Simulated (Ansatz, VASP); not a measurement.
**Cross-check of Zn2H3Se2 (ZnSe wire along [110], 16 atoms a period, H-terminated) between VASP and Ansatz**

Wanted: the spread between two codes on one cell, functional and k mesh. Of the first pair: The structure shown is the start of the Ansatz relaxation below; VASP solves that cell, so the two are compared at the walk's first step.

Program: Ansatz 0.2.0. Level of theory: plane waves, with VASP 6.6.1 beside it; single point at PBE. Results are calculated unless marked as measured.

### Step 1. The structure

The cell holds 28 atoms: 8 Se, 12 H and 8 Zn. Its edges and angles: a = 18.658 Å, b = 17.498 Å, c = 4.059 Å, α = 90.0°, β = 90.0°, γ = 90.0°. Vacuum lies along a and b. The structure's axis is c.

### Step 2. Ansatz: relaxation, PBE

Ansatz runs on its PAW soft_1 files.

The two programs are compared at the cell with which this relaxation starts, whose forces are those of its first step.

File input.yaml:

```yaml
crystal:
  lattice:
    - [18.658, 0.0, 0.0]
    - [0.0, 17.498, 0.0]
    - [0.0, 0.0, 4.058792924]
  atoms:
    - { symbol: Se, position: [0.384321279, 0.384013091, 0.0] }
    - { symbol: H, position: [0.412340711, 0.194307921, 0.0] }
    - { symbol: Zn, position: [0.461231987, 0.268034324, 0.0] }
    - { symbol: Zn, position: [0.461231987, 0.499991857, 0.0] }
    - { symbol: Se, position: [0.691964113, 0.384013091, 0.0] }
    - { symbol: H, position: [0.740236512, 0.311219933, 0.0] }
    - { symbol: Zn, position: [0.768874822, 0.499991857, 0.0] }
    - { symbol: H, position: [0.182227463, 0.499991857, 0.186178948] }
    - { symbol: H, position: [0.817766097, 0.499991857, 0.317844399] }
    - { symbol: Se, position: [0.230499862, 0.499991857, 0.5] }
    - { symbol: H, position: [0.258519294, 0.310286688, 0.5] }
    - { symbol: H, position: [0.258519294, 0.689697027, 0.5] }
    - { symbol: Zn, position: [0.30741057, 0.384013091, 0.5] }
    - { symbol: Zn, position: [0.30741057, 0.615970624, 0.5] }
    - { symbol: Se, position: [0.538142696, 0.268034324, 0.5] }
    - { symbol: Se, position: [0.538142696, 0.731949391, 0.5] }
    - { symbol: Se, position: [0.538142696, 0.499991857, 0.5] }
    - { symbol: H, position: [0.586415095, 0.195241167, 0.5] }
    - { symbol: H, position: [0.586415095, 0.804742548, 0.5] }
    - { symbol: Zn, position: [0.615053404, 0.384013091, 0.5] }
    - { symbol: Zn, position: [0.615053404, 0.615970624, 0.5] }
    - { symbol: H, position: [0.817766097, 0.499991857, 0.682155601] }
    - { symbol: H, position: [0.182227463, 0.499991857, 0.813821052] }
    - { symbol: Se, position: [0.384321279, 0.615970624, 0.0] }
    - { symbol: H, position: [0.412340711, 0.805675794, 0.0] }
    - { symbol: Zn, position: [0.461231987, 0.731949391, 0.0] }
    - { symbol: Se, position: [0.691964113, 0.615970624, 0.0] }
    - { symbol: H, position: [0.740236512, 0.688763782, 0.0] }
kpoints:
  mp_grid: { grid: [1, 1, 20] }
scf:
  occupations: { method: fermi_dirac, width: 0.05 }
hamiltonian:
  xc: pbe
  pseudopotentials: { kind: paw, azcp: { folder: soft_1 } }
relax:
  cell: { fix: [a, b, alpha, beta, gamma] }
  max_steps: 45
  f_tol: 0.03
```

Launch:

```
> ansatz run input.yaml --threads 4 --pin off --max-ram 16384MiB --backend cpu --events-out ev --progress --plain --runs-dir out
```

Numbers of over 12 decimals in the logs are rounded to 6 here.

What it wrote:

```text
Engine: ansatz 0.2.0, aarch64-unknown-linux-gnu
Pseudopotentials: kind: paw
Pseudopotential: Se, paw, valence charge 16, recommended cutoff 420 eV (normal), soft_1/Se.paw.azcp
Pseudopotential: H, paw, valence charge 1, recommended cutoff 420 eV (normal), soft_1/H.paw.azcp
Pseudopotential: Zn, paw, valence charge 12, recommended cutoff 420 eV (normal), soft_1/Zn.paw.azcp
Functional definition: PBE
  parameter kappa = 0.804
  parameter beta = 0.066725
  exchange = pbe_x(kappa = kappa, mu = beta*pi^2/3)
  correlation = pbe_c(beta = beta)
Crystal: 28 atoms, lattice volume = 1325.105 Å³
Basis set: ecut = 420 eV, 25849 PW (Γ), exchange–correlation on 250×240×60 points (8 copies of the dense FFT grid, shifted against one another)
Bands: 146, of which v1, the nominal top of the filled ones, is band 118 counted from 1 (117 counted from 0)
Symmetry: 4 space group operations
Space group: Pmm2 (ITA 25), of the structure as read, at distance tolerance 1.1e-4 Å
k-points: 11 of 20
Non-local potential: Se, projectors of the file, l = 0: 2, l = 1: 2, l = 2: 3, l = 3: 1
Non-local potential: H, projectors of the file, l = 0: 2, l = 1: 1
Non-local potential: Zn, projectors of the file, l = 0: 2, l = 1: 2, l = 2: 3, l = 3: 1
PAW form: soft (Blöchl's): semilocal exchange-correlation on the pseudo side does not see the compensation charge
PAW one-centre angular grid: Se, 590 points (default); XC on 64 Gauss nodes
PAW one-centre angular grid: H, 110 points (default); XC on 64 Gauss nodes
PAW one-centre angular grid: Zn, 590 points (default); XC on 64 Gauss nodes
Initial density: superposition of atomic densities (neutral atoms: chi_scale 0, normalization atom)
Initial wavefunctions: pseudopotential atomic-orbital guess
Functional: x = pbe(κ = 0.804, μ = 0.219515), c = pbe(β = 0.066725)
SCF iter   1: F=—  HF=-70502.215129 eV  |F-HF|=—  |Δ(HF+E_count)|=         —  Δρ=3.32e-2  dr2=2.34e1  ethr=3.10e-3  ⟨swp⟩=7.2  Hψ=7271  notcnv=0  defer=128
preconditioner: auto → Resta (q_TF=auto, 2.046 Å⁻¹)  ε∞=2.6  [insulator: Δε(μ)=0.168 eV  Ē_g=9.957 eV  σ=0.050 eV  W_gap=0.68  n_scr=196 (ndim 8)  ℏωp=12.7 eV  f_vac=0.604  D(μ)=0.74/eV (n_scr^D=0)  ε∞_Penn≈2.6  vacuum switching on, ρ_ref=7.2e-3 e/Å³]
SCF iter   2: F=—  HF=-70496.826984 eV  |F-HF|=—  |Δ(HF+E_count)|=    5.39e0  Δρ=1.58e-2  dr2=8.88e0  ethr=3.10e-3  ⟨swp⟩=3.9  Hψ=2805  notcnv=0  defer=225
preconditioner: auto → LDOS  [insulator: Δε(μ)=0.150 eV  Ē_g=10.487 eV  σ=0.050 eV  W_gap=0.62  n_scr=196 (ndim 8)  ℏωp=12.7 eV  f_vac=0.610  D(μ)=2.26/eV (n_scr^D=8)  ε∞_Penn≈2.5  β→1.0]
SCF iter   3: F=—  HF=-70495.808253 eV  |F-HF|=—  |Δ(HF+E_count)|=    1.02e0  Δρ=7.93e-3  dr2=1.26e0  ethr=3.10e-3  ⟨swp⟩=3.3  Hψ=2770  notcnv=0  defer=224
SCF iter   4: F=—  HF=-70495.574244 eV  |F-HF|=—  |Δ(HF+E_count)|=   2.34e-1  Δρ=6.80e-3  dr2=4.00e-1  ethr=5.36e-4  ⟨swp⟩=4.4  Hψ=2922  notcnv=0  defer=179
SCF iter   5: F=—  HF=-70495.453281 eV  |F-HF|=—  |Δ(HF+E_count)|=   1.21e-1  Δρ=1.24e-3  dr2=3.54e-2  ethr=1.69e-4  ⟨swp⟩=3.0  Hψ=2630  notcnv=0  defer=188
SCF iter   6: F=—  HF=-70495.451487 eV  |F-HF|=—  |Δ(HF+E_count)|=   1.79e-3  Δρ=6.75e-4  dr2=5.03e-3  ethr=1.50e-5  ⟨swp⟩=2.3  Hψ=2325  notcnv=0  defer=190
SCF iter   7: F=—  HF=-70495.451322 eV  |F-HF|=—  |Δ(HF+E_count)|=   1.66e-4  Δρ=3.53e-4  dr2=1.34e-3  ethr=2.13e-6  ⟨swp⟩=2.0  Hψ=2195  notcnv=0  defer=190
SCF iter   8: F=—  HF=-70495.451176 eV  |F-HF|=—  |Δ(HF+E_count)|=   1.46e-4  Δρ=1.19e-4  dr2=1.96e-4  ethr=5.68e-7  ⟨swp⟩=2.5  Hψ=2533  notcnv=0  defer=177
SCF iter   9: F=—  HF=-70495.451209 eV  |F-HF|=—  |Δ(HF+E_count)|=   3.32e-5  Δρ=5.47e-5  dr2=4.91e-5  ethr=8.29e-8  ⟨swp⟩=2.0  Hψ=2210  notcnv=0  defer=177
SCF iter  10: F=—  HF=-70495.451214 eV  |F-HF|=—  |Δ(HF+E_count)|=   4.67e-6  Δρ=2.75e-5  dr2=9.38e-6  ethr=2.08e-8  ⟨swp⟩=2.0  Hψ=2293  notcnv=0  defer=177
SCF iter  11: F=—  HF=-70495.451219 eV  |F-HF|=—  |Δ(HF+E_count)|=   4.86e-6  Δρ=1.65e-5  dr2=2.63e-6  ethr=3.98e-9  ⟨swp⟩=2.0  Hψ=2266  notcnv=0  defer=177
SCF iter  12: F=—  HF=-70495.451220 eV  |F-HF|=—  |Δ(HF+E_count)|=   1.24e-6  Δρ=5.01e-6  dr2=2.05e-7  ethr=1.12e-9  ⟨swp⟩=2.0  Hψ=2154  notcnv=0  defer=177
SCF iter  13: F=-70495.451221 eV  HF=-70495.451221 eV  |F-HF|=1.13e-7  |Δ(HF+E_count)|=   5.81e-7  Δρ=2.46e-6  dr2=4.56e-8  ethr=4.24e-11  ⟨swp⟩=4.3  Hψ=4961  notcnv=0
SCF 1 converged in 13 iterations: F = -70495.451221 eV  dr2 = 4.56e-8
  greatest PAW one-centre occupation: 1.000 electrons in one spin orbital (limit 2), on the Se atom at site 9 (counted from 0), in its partial waves of l = 2
relax step   1: F+E_penalty+E_count = -70495.45122078 eV  Δ(F+E_penalty+E_count) = +0.000e0 eV  max|allowed force component| = 1.393e0 eV/Å  Δτ_max = 0.0000 Å  P = +0.294 GPa  Ω = 1325.105 Å³  fix = [a, b, alpha, beta, gamma]  reactions: a +0.087, b -0.411 GPa  (13 SCF iters, dr2 threshold 1.00e-7 eV, accepted)
[...]
relax step  11: F+E_penalty+E_count = -70497.66618876 eV  Δ(F+E_penalty+E_count) = -6.662e-4 eV  max|allowed force component| = 1.264e-2 eV/Å  Δτ_max = 0.0225 Å  P = +0.001 GPa  Ω = 1362.071 Å³  energy of the carried Pulay correction = -6.640e-3 eV  fix = [a, b, alpha, beta, gamma]  reactions: a -0.026, b +0.014 GPa  (8 SCF iters, dr2 threshold 8.20e-8 eV, accepted)
[...]
relax step  12: F+E_penalty+E_count = -70497.67338636 eV  Δ(F+E_penalty+E_count) = -7.198e-3 eV  max|allowed force component| = 1.360e-2 eV/Å  Δτ_max = 0.0000 Å  P = +0.003 GPa  Ω = 1362.071 Å³  fix = [a, b, alpha, beta, gamma]  reactions: a -0.024, b +0.016 GPa  stress off target by 1.79e-2 GPa on what of the cell is left free  SCF on the basis re-selected at this cell (its energy is not comparable with the rows above)  (9 SCF iters)
basis re-selected at this cell: Δ(F+E_penalty+E_count) = -7.198e-3 eV, ΔP = +0.002 GPa vs the last step (what re-selecting the basis moved, of the pressure what is left beyond the Pulay correction that the steps carried, after the strain that the cell walked since its last selection, with what the two solves' SCF thresholds leave and, on support functions, any second-order correction that the steps lacked; it is no m [...]
SCF converged after 9 iterations
Free energy (F): -70497.673386 eV
Harris-Foulkes:  -70497.673386 eV  (|F-HF|=9.26e-8)
Internal energy: -70497.659324 eV  (E = F + TS)
E sigma→0 (E₀):  -70497.666355 eV
Entropy (-TS):   -0.014063 eV (-0.502 meV/atom)
Fermi energy:    -1.368547 eV
--- Per-component energies (eV) ---
  E_band       = -5117.534385
  E_kinetic    = 2207.682068
  E_local      = -146470.248504  (includes V_loc(G=0)·N_el)
  E_nonlocal   = 3728.252808
  E_hartree    = 70769.304753
  E_xc         = -1403.979703
  E_vxc        = -1253.387518  (∫ρ·V_xc dr)
  E_paw        = -32226.004259  (= ΣΔE_a)
  E_vpaw       = -4868.426876  (= ΣTr[D̂ρ^β])
  E_aug_tail   = -0.016129  (compensation charges beyond the density's cutoff)
  E_ewald      = 32897.349642
  E_smearing   = -0.014063  (= −TS)
  E_closure    = -0.000000  (closes the sum)
  Σ components = -70497.673386   (vs F -70497.673386, Δ=0.00e0)
--- Forces (eV/Å), atoms counted from 1 ---
  atom   1  Se     0.01130110    -0.00634028    -0.00000000
  atom   2  H     -0.00010753    -0.00090403     0.00000000
  atom   3  Zn    -0.00582709     0.00567017     0.00000000
  atom   4  Zn    -0.00511990     0.00000000     0.00000000
  atom   5  Se    -0.00651422    -0.00685626     0.00000000
  atom   6  H      0.00361035     0.00774049    -0.00000000
  atom   7  Zn    -0.00948094     0.00000000     0.00000000
  atom   8  H      0.00093131    -0.00000000     0.00961943
  atom   9  H      0.00592995     0.00000000     0.01359974
  atom  10  Se    -0.00520172     0.00000000     0.00000000
  atom  11  H      0.00249154    -0.00394571    -0.00000000
  atom  12  H      0.00249154     0.00394571    -0.00000000
  atom  13  Zn    -0.00669125     0.00746193     0.00000000
  atom  14  Zn    -0.00669125    -0.00746193     0.00000000
  atom  15  Se     0.00008692    -0.00087119    -0.00000000
  atom  16  Se     0.00008692     0.00087119    -0.00000000
  atom  17  Se     0.01248494     0.00000000    -0.00000000
  atom  18  H      0.00127732     0.00212272    -0.00000000
  atom  19  H      0.00127732    -0.00212272    -0.00000000
  atom  20  Zn    -0.00282954    -0.00485865     0.00000000
  atom  21  Zn    -0.00282954     0.00485865     0.00000000
  atom  22  H      0.00592995     0.00000000    -0.01359974
  atom  23  H      0.00093131    -0.00000000    -0.00961943
  atom  24  Se     0.01130110     0.00634028    -0.00000000
  atom  25  H     -0.00010753     0.00090403     0.00000000
  atom  26  Zn    -0.00582709    -0.00567017     0.00000000
  atom  27  Se    -0.00651422     0.00685626     0.00000000
  atom  28  H      0.00361035    -0.00774049    -0.00000000
  max |Σ_I F_I| component: 9.93e-8 eV/Å
--- Stress (GPa, compression-positive) ---
       -0.024379       0.000000       0.000000
       -0.000000       0.016030       0.000000
        0.000000       0.000000       0.017896
  P = ⅓ Tr σ = 0.0032 GPa (0.032 kbar)
--- Relaxed structure (11 steps of the walk, 10 accepted, 1 SCFs on fresh bases) ---
  F+E_penalty+E_count = -70497.67338636 eV   max|allowed force component| = 1.360e-2 eV/Å   (the final SCF, on the basis selected at the relaxed cell)
  cell:  # Å, volume = 1362.0706 Å³
    - [18.658, 0, 0]
    - [0, 17.498, 0]
    - [0, 0, 4.172018]
  atoms:
    - { symbol: Se, position: [0.382973, 0.382918, 3.9190927327788836e-19] }
    - { symbol: H, position: [0.418900, 0.173152, -1.6261072003154162e-18] }
    - { symbol: Zn, position: [0.440862, 0.257834, 5.245805964592803e-18] }
    - { symbol: Zn, position: [0.454125, 0.5, 1.8613216148430876e-18] }
    - { symbol: Se, position: [0.689879, 0.396060, 5.799063420297919e-19] }
    - { symbol: H, position: [0.727443, 0.321471, 3.312408517989043e-18] }
    - { symbol: Zn, position: [0.799083, 0.5, -7.66077078560669e-18] }
    - { symbol: H, position: [0.209999, 0.5, 0.117842] }
    - { symbol: H, position: [0.834141, 0.5, 0.387729] }
    - { symbol: Se, position: [0.242778, 0.5, 0.5] }
    - { symbol: H, position: [0.253851, 0.295442, 0.5] }
    - { symbol: H, position: [0.253851, 0.704558, 0.5] }
    - { symbol: Zn, position: [0.303012, 0.366609, 0.5] }
    - { symbol: Zn, position: [0.303012, 0.633391, 0.5] }
    - { symbol: Se, position: [0.529790, 0.277170, 0.5] }
    - { symbol: Se, position: [0.529790, 0.722830, 0.5] }
    - { symbol: Se, position: [0.535500, 0.5, 0.5] }
    - { symbol: H, position: [0.578626, 0.210439, 0.5] }
    - { symbol: H, position: [0.578626, 0.789561, 0.5] }
    - { symbol: Zn, position: [0.609787, 0.385777, 0.5] }
    - { symbol: Zn, position: [0.609787, 0.614223, 0.5] }
    - { symbol: H, position: [0.834141, 0.5, 0.612271] }
    - { symbol: H, position: [0.209999, 0.5, 0.882158] }
    - { symbol: Se, position: [0.382973, 0.617082, 3.919092732778863e-19] }
    - { symbol: H, position: [0.418900, 0.826848, -1.6261072003154137e-18] }
    - { symbol: Zn, position: [0.440862, 0.742166, 5.245805964592803e-18] }
    - { symbol: Se, position: [0.689879, 0.603940, 5.799063420297949e-19] }
    - { symbol: H, position: [0.727443, 0.678529, 3.3124085179890384e-18] }
```

(Continued in part 2 of 3.)

[Lines on the potential files, build, host, timing and source positions are cut from VASP's logs without a mark.]

[Logs are printed without paths, hosts, clocks, repeated set-up lines and the standing remarks that a program may print on its own settings, such as how far it seeks lower states.]

[Hosts, paths, dates, database ids (printed as entryN), source tags and the programs' standing remarks are cut or masked in the printed files.]
